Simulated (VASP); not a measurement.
Level of theory: PBEsol GGA, VASP's PBE PAW potentials (set 64) (plane waves; VASP 6.6.1).

Input for VASP

### POSCAR
```
GaP
1.0
  0.0000000000   2.6336860328   2.6336860328
  2.6336860328   0.0000000000   2.6336860328
  2.6336860328   2.6336860328   0.0000000000
Ga P
1 1
Cartesian
  0.0000000000   0.0000000000   0.0000000000
  1.3168430164   1.3168430164   1.3168430164
```

**KPOINTS**
```
Automatic mesh
0
Gamma
9 9 9
0 0 0
```

### INCAR
```
SYSTEM=GaP
PREC=Accurate; ENCUT=500; LREAL=F
LASPH=T
EDIFF=1E-6; NELM=100; ALGO=Normal
LMAXMIX=4
ISMEAR=0; SIGMA=0.05
GGA=PS
IBRION=2; NSW=40; ISIF=3
EDIFFG=-0.02; PSTRESS=200
LWAVE=F; LCHARG=F
```

POTCAR, in this order: Ga_d P (PBE.64 set). Program: vasp_std.

The run wrote:

OUTCAR:
```
 ion  position               nearest neighbor table
   1  0.000  0.000  0.000-   2 2.28   2 2.28   2 2.28   2 2.28
   2  0.250  0.250  0.250-   1 2.28   1 2.28   1 2.28   1 2.28
  LATTYP: Found a face centered cubic cell.
 ALAT       =     5.2673720656
 Subroutine PRICEL returns:
 Original cell was already a primitive cell.
 Subroutine GETGRP returns: Found 24 space group operations
The static configuration has the point symmetry T_d .
The dynamic configuration has the point symmetry T_d .
 Subroutine INISYM returns: Found 24 space group operations
 Subroutine IBZKPT returns following result:
 Found     35 irreducible k-points:

 Following reciprocal coordinates:
            Coordinates               Weight
  0.000000  0.000000  0.000000      1.000000
  0.111111  0.000000  0.000000      8.000000
  0.222222  0.000000  0.000000      8.000000
  0.333333  0.000000  0.000000      8.000000
  0.444444  0.000000  0.000000      8.000000
  0.111111  0.111111  0.000000      6.000000
  0.222222  0.111111  0.000000     24.000000
  0.333333  0.111111  0.000000     24.000000
  0.444444  0.111111  0.000000     24.000000
...
```

**OSZICAR**
```
       N       E                     dE             d eps       ncg     rms          rms(c)
DAV:   1     0.766052796278E+02    0.76605E+02   -0.92664E+03   947   0.206E+03
DAV:   2    -0.464058730376E+01   -0.81246E+02   -0.77773E+02  1005   0.323E+02
DAV:   3    -0.100542388145E+02   -0.54137E+01   -0.53851E+01  1145   0.719E+01
DAV:   4    -0.101480048584E+02   -0.93766E-01   -0.93706E-01  1142   0.102E+01
DAV:   5    -0.101497667380E+02   -0.17619E-02   -0.17618E-02  1110   0.115E+00    0.468E+00
DAV:   6    -0.987233419449E+01    0.27743E+00   -0.45778E-01  1452   0.160E+01    0.300E+00
DAV:   7    -0.982106951507E+01    0.51265E-01   -0.12697E-01  1308   0.329E+00    0.110E+00
DAV:   8    -0.981794069367E+01    0.31288E-02   -0.14931E-02  1065   0.188E+00    0.230E-01
DAV:   9    -0.981804757816E+01   -0.10688E-03   -0.12712E-03  1275   0.637E-01    0.665E-02
DAV:  10    -0.981805179370E+01   -0.42155E-05   -0.78390E-05  1172   0.928E-02    0.230E-02
DAV:  11    -0.981807345339E+01   -0.21660E-04   -0.23022E-05  1035   0.594E-02    0.473E-03
DAV:  12    -0.981807340495E+01    0.48442E-07   -0.13655E-06   800   0.201E-02
   1 F= -.52572694E+01 E0= -.52572694E+01  d E =-.525727E+01
       N       E                     dE             d eps       ncg     rms          rms(c)
DAV:   1    -0.139963099349E+02   -0.41782E+01   -0.51608E+01  1225   0.145E+02    0.145E+01
DAV:   2    -0.984601095302E+01    0.41503E+01   -0.11493E+01  1180   0.161E+02    0.512E+00
DAV:   3    -0.916992033145E+01    0.67609E+00   -0.54784E-01  1019   0.845E+00    0.232E+00
DAV:   4    -0.900272394363E+01    0.16720E+00   -0.80077E-02  1361   0.313E+00    0.973E-01
DAV:   5    -0.899446365479E+01    0.82603E-02   -0.16915E-02  1407   0.218E+00    0.300E-01
DAV:   6    -0.899196289487E+01    0.25008E-02   -0.38584E-03  1076   0.768E-01    0.538E-02
DAV:   7    -0.899190616063E+01    0.56734E-04   -0.93004E-05  1383   0.167E-01    0.373E-02
DAV:   8    -0.899191005859E+01   -0.38980E-05   -0.87086E-06  1275   0.459E-02    0.477E-03
DAV:   9    -0.899191012752E+01   -0.68931E-07   -0.24552E-07   575   0.748E-03
   2 F= -.51475104E+01 E0= -.51475104E+01  d E =0.109759E+00
       N       E                     dE             d eps       ncg     rms          rms(c)
DAV:   1    -0.111989422848E+02   -0.22070E+01   -0.22232E+01  1235   0.133E+02    0.738E+00
DAV:   2    -0.997152948222E+01    0.12274E+01   -0.18735E+00  1160   0.327E+01    0.349E+00
DAV:   3    -0.963353495688E+01    0.33799E+00   -0.48916E-01  1225   0.177E+01    0.669E-01
DAV:   4    -0.960548146229E+01    0.28053E-01   -0.61355E-02  1093   0.543E+00    0.298E-01
DAV:   5    -0.960229614997E+01    0.31853E-02   -0.50913E-03  1222   0.155E+00    0.200E-01
DAV:   6    -0.960173462827E+01    0.56152E-03   -0.12829E-03  1080   0.806E-01    0.760E-02
DAV:   7    -0.960165789859E+01    0.76730E-04   -0.46158E-04  1230   0.625E-01    0.386E-02
DAV:   8    -0.960166468048E+01   -0.67819E-05   -0.54659E-05   980   0.745E-02    0.218E-02
DAV:   9    -0.960166210361E+01    0.25769E-05   -0.66538E-06  1131   0.716E-02    0.838E-03
DAV:  10    -0.960166215230E+01   -0.48682E-07   -0.97030E-07   510   0.186E-02
   3 F= -.53383181E+01 E0= -.53383181E+01  d E =-.810488E-01
       N       E                     dE             d eps       ncg     rms          rms(c)
DAV:   1    -0.959367593111E+01    0.79862E-02   -0.80605E-03  1230   0.217E+00    0.153E-01
DAV:   2    -0.959316595490E+01    0.50998E-03   -0.91295E-04  1160   0.917E-01    0.674E-02
DAV:   3    -0.959304422377E+01    0.12173E-03   -0.12210E-04  1225   0.285E-01    0.172E-02
DAV:   4    -0.959303221040E+01    0.12013E-04   -0.16024E-05  1162   0.623E-02    0.621E-03
DAV:   5    -0.959303108834E+01    0.11221E-05   -0.62598E-07   490   0.131E-02    0.220E-03
DAV:   6    -0.959303112177E+01   -0.33423E-07   -0.23088E-07   455   0.737E-03
   4 F= -.53383831E+01 E0= -.53383831E+01  d E =-.811137E-01
```

File OUTCAR:
```
------------------------ aborting loop because EDIFF is reached ----------------------------------------
  FORCE on cell =-STRESS in cart. coord.  units (eV):
  Direction    XX          YY          ZZ          XY          YZ          ZX
  --------------------------------------------------------------------------------------
  Total        4.2622327      4.2622327      4.2622327      0.0000000      0.0000000      0.0000000
  in kB      200.3565356    200.3565356    200.3565356      0.0000000      0.0000000      0.0000000
  external PRESSURE =       0.3565356 kB  Pullay stress =     200.0000000 kB
  volume of cell :       34.08
      direct lattice vectors                 reciprocal lattice vectors
     0.000000000  2.573384869  2.573384869    -0.194296627  0.194296627  0.194296627
     2.573384869 -0.000000000  2.573384869     0.194296627 -0.194296627  0.194296627
     2.573384869  2.573384869  0.000000000     0.194296627  0.194296627 -0.194296627
  FREE ENERGIE OF THE ION-ELECTRON SYSTEM (eV)
  ---------------------------------------------------
  free  energy   TOTEN  =        -9.5930311218 eV

  energy  without entropy=       -9.5930311218  energy(sigma->0) =       -9.59303112
  enthalpy is  TOTEN    =        -5.3383830947 eV   P V=        4.2546480271

 reached required accuracy - stopping structural energy minimisation
```
(Selected blocks of OUTCAR.)

**CONTCAR**
```
GaP
   1.00000000000000
     0.0000000000000000    2.5733848690890189    2.5733848690890189
     2.5733848690890184   -0.0000000000000000    2.5733848690890189
     2.5733848690890184    2.5733848690890189    0.0000000000000000
  Ga              P
     1     1
Direct
     1.0000000000000000    1.0000000000000000    1.0000000000000000
     0.2500000000000000    0.2500000000000000    0.2500000000000000
```

Energy and stress use the plane-wave basis of the starting cell.

The compound is GaP in the zinc blende structure. This run relaxes it under an external pressure of 20 GPa. Symmetry was kept, so distortions that lower it aren't found.
